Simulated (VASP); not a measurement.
Consider the following.

```
CELL_PARAMETERS angstrom
      4.75807     0.00000     0.00000
      0.00000     4.75807     0.00000
      0.00000     0.00000     3.22519
ATOMIC_POSITIONS crystal
  Mn 0.00000 0.00000 0.00000
  Mn 0.50000 0.50000 0.50000
  F  0.30225 0.30225 0.00000
  F  0.80225 0.19775 0.50000
  F  0.19775 0.80225 0.50000
  F  0.69775 0.69775 0.00000
```

Level of theory: LDA (Ceperley-Alder, Perdew-Zunger) with spin-orbit coupling, VASP's LDA PAW potentials (set 64) (plane waves; VASP). Run with 520 eV cut-off, 4×4×6 Γ-centred mesh, Gaussian smearing of 0.050 eV, potentials Mn_pv F. Starting moments (MAGMOM): 0 0 4.4 0 0 -4.4 0 0 -0.0 0 0 0.0 0 0 0.0 0 0 -0.0.

The path is coarsely sampled, so an indirect gap can come out somewhat too large.

Question: Estimate the energy per atom (σ→0), band gap (over mesh and band path) with the smallest direct gap where there is one.

Answer: 
```json
{
  "band gap (over mesh and band path)": "1.62 eV",
  "smallest direct gap (over mesh and band path)": "1.78 eV",
  "energy per atom (σ→0)": "-6993 meV/atom"
}
```

Total energies compare only between runs with the same potentials, cut-off and functional.

The compound is MnF2 in the rutile structure. It was relaxed first, which changed the volume by -7 %.
